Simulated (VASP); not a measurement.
The system is BAs.

```
B As
1.0
     0.00000    2.40817    2.40817
     2.40817    0.00000    2.40817
     2.40817    2.40817    0.00000
B As
1 1
Cartesian
  3.6123 3.6123 3.6123
  0.0000 0.0000 0.0000
```

The cell is a database's computed one.

Program: VASP 6.6.1. Alike in all runs: task band structure; no spin polarisation; cell as given; cutoff (eV) 450; smearing gaussian 0.02 eV.

**Question.** Order these runs on this cell by their band gap on the k mesh, lowest first.
A. level r2SCAN; potentials or basis VASP PAW PBE potentials, release 64 (B, As); k mesh 12 × 12 × 12; further INCAR settings ALGO = Normal; EDIFF = 1e-06
B. level PBE0; potentials or basis VASP PAW PBE potentials, release 64 (B, As); k mesh 8 × 8 × 8; further INCAR settings ALGO = Normal; EDIFF = 1e-06; grid for exact exchange (PRECFOCK) Fast; exchange at q = 0 truncated
C. level LDA; potentials or basis VASP PAW LDA potentials, release 64 (B, As); k mesh 12 × 12 × 12; further INCAR settings ALGO = Fast; EDIFF = 1e-06
D. level HSE06; potentials or basis VASP PAW PBE potentials, release 64 (B, As); k mesh 8 × 8 × 8; further INCAR settings ALGO = Normal; EDIFF = 1e-06; grid for exact exchange (PRECFOCK) Fast; screening parameter 0.2 1/A

**Answer.** C (1.15 eV), A (1.41 eV), D (1.89 eV), B (2.54 eV).

Runs at the PBE level aren't shown here.
